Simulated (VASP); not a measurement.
Output of a VASP run:

**OSZICAR**
```
       N       E                     dE             d eps       ncg     rms          rms(c)
DAV:   1    -0.354501123861E+01   -0.35450E+01   -0.52312E+03  1432   0.999E+02
DAV:   2    -0.210938349371E+02   -0.17549E+02   -0.16163E+02  2064   0.109E+02
DAV:   3    -0.211899531897E+02   -0.96118E-01   -0.96118E-01  1480   0.106E+01
DAV:   4    -0.211900826150E+02   -0.12943E-03   -0.12943E-03  1912   0.407E-01
DAV:   5    -0.211900826885E+02   -0.73454E-07   -0.73454E-07  1416   0.543E-03    0.638E+00
DAV:   6    -0.204399428735E+02    0.75014E+00   -0.60727E-01  1392   0.617E+00    0.373E+00
DAV:   7    -0.201811347319E+02    0.25881E+00   -0.66542E-01  1600   0.644E+00    0.879E-01
DAV:   8    -0.201803799774E+02    0.75475E-03   -0.24392E-03  1368   0.613E-01    0.250E-02
DAV:   9    -0.201803779214E+02    0.20560E-05   -0.13963E-05  1680   0.393E-02    0.233E-02
DAV:  10    -0.201803788220E+02   -0.90061E-06   -0.45643E-07  1496   0.805E-03    0.346E-03
DAV:  11    -0.201803787972E+02    0.24854E-07   -0.17441E-08  1080   0.134E-03
   1 F= -.20180379E+02 E0= -.20180379E+02  d E =-.254007E-11
```

File OUTCAR:
```
------------------------ aborting loop because EDIFF is reached ----------------------------------------
  FORCE on cell =-STRESS in cart. coord.  units (eV):
  Direction    XX          YY          ZZ          XY          YZ          ZX
  --------------------------------------------------------------------------------------
  Total        2.0931358      2.0931358      2.0931358      0.0000000      0.0000000      0.0000000
  in kB      322.8224724    322.8224724    322.8224724      0.0000000      0.0000000      0.0000000
  external PRESSURE =     322.8224724 kB  Pullay stress =       0.0000000 kB
  volume of cell :       10.39
      direct lattice vectors                 reciprocal lattice vectors
     0.000000000  1.731827954  1.731827954    -0.288712282  0.288712282  0.288712282
     1.731827954  0.000000000  1.731827954     0.288712282 -0.288712282  0.288712282
     1.731827954  1.731827954  0.000000000     0.288712282  0.288712282 -0.288712282
 POSITION                                       TOTAL-FORCE (eV/Angst)
 -----------------------------------------------------------------------------------
      0.00000      0.00000      0.00000         0.000000      0.000000      0.000000
      0.86591      0.86591      0.86591        -0.000000     -0.000000     -0.000000
 -----------------------------------------------------------------------------------
    total drift:                               -0.000000     -0.000000     -0.000000
  FREE ENERGIE OF THE ION-ELECTRON SYSTEM (eV)
  ---------------------------------------------------
  free  energy   TOTEN  =       -20.1803787972 eV

  energy  without entropy=      -20.1803787972  energy(sigma->0) =      -20.18037880
```
(Selected blocks of OUTCAR.)

File POSCAR:
```
C
1
    0.0000000000     1.7318279540     1.7318279540
    1.7318279540     0.0000000000     1.7318279540
    1.7318279540     1.7318279540     0.0000000000
C
2
Direct
  0.0000000000   0.0000000000   0.0000000000
  0.2500000000   0.2500000000   0.2500000000
```

Problem. Write an INCAR and KPOINTS that could have produced this output.

Solution. Several could match; the one computed here: the input of the run itself, LDA (Ceperley-Alder, Perdew-Zunger), plane waves, VASP's LDA PAW potentials (set 64).

INCAR:
```
PREC = Accurate
NELM = 100
LCHARG = .FALSE.
ENCUT = 520
LASPH = .TRUE.
ISMEAR = 0
LREAL = .FALSE.   ! projection in real space or not
LWAVE = .FALSE.
SIGMA = 0.05   ! width (eV)
SYSTEM = C
ALGO = Normal
EDIFF = 1E-7   ! SCF stop (eV)
ISIF = 2   ! forces and stress, cell fixed
```

**KPOINTS**
```
Automatic
0
gamma
  13 13 13
```

POTCAR, in this order: C (LDA.64 set). Program: vasp_std.

The compound is C in the diamond structure. This cell is one point of a volume scan, at 0.94 of the reference volume.
